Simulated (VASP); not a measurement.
A VASP calculation is set up with these files.

### INCAR
```
SYSTEM = TiAl
PREC = Accurate
ENCUT = 520
EDIFF = 1E-6
NELM = 100
ALGO = Normal
LREAL = .FALSE.
LASPH = .TRUE.
ISMEAR = 1
SIGMA = 0.1
GGA = CX
LUSE_VDW = .TRUE.
AGGAC = 0.0
LMAXMIX = 4
LWAVE = .FALSE.
LCHARG = .FALSE.
IBRION = 2
ISIF = 3
NSW = 60
EDIFFG = -0.01
```

POSCAR:
```
TiAl
1.0
  2.8300000000   0.0000000000   0.0000000000
  0.0000000000   2.8300000000   0.0000000000
  0.0000000000   0.0000000000   4.0700000000
Ti Al
1 1
Cartesian
  0.0000000000   0.0000000000   0.0000000000
  1.4150000000   1.4150000000   2.0350000000
```

**KPOINTS**
```
K-points
0
G
  12 12 8
0 0 0
```

POTCAR, in this order: Ti_sv Al (PBE.64 set). Program: vasp_std.

Question: Translate this vdW-DF-cx calculation to Quantum ESPRESSO's pw.x.

Answer: One equivalent input (not run):
```
&CONTROL
  calculation = 'vc-relax'
  pseudo_dir = './pseudo'
  outdir = './out'
  tprnfor = .true.
  tstress = .true.
  nstep = 60
  forc_conv_thr = 0.00039
/
&SYSTEM
  ibrav = 0
  nat = 2
  ntyp = 2
  ecutwfc = 84
  occupations = 'smearing'
  smearing = 'methfessel-paxton'
  degauss = 0.00735
  input_dft = 'vdw-df-cx'
/
&ELECTRONS
  conv_thr = 7.3e-08
  electron_maxstep = 100
/
&IONS
/
&CELL
/
ATOMIC_SPECIES
  Ti 47.867 Ti.upf
  Al 26.982 Al.upf
CELL_PARAMETERS angstrom
     2.8300000    0.0000000    0.0000000
     0.0000000    2.8300000    0.0000000
     0.0000000    0.0000000    4.0700000
ATOMIC_POSITIONS crystal
  Ti   0.0000000  0.0000000  0.0000000
  Al   0.5000000  0.5000000  0.5000000
K_POINTS automatic
  12 12 8 0 0 0
```
Limits of the translation: the potentials are each code's own (VASP's PAW set, PseudoDojo norm-conserving files in pw.x), so ENCUT and ecutwfc are chosen apart and not converted; conv_thr bounds pw.x's estimated SCF error, while EDIFF bounds the energy change between steps; forc_conv_thr acts on force components and is met together with etot_conv_thr.

The compound is TiAl in the L1_0 structure. This run relaxes it. Symmetry was kept, so distortions that lower it aren't found.
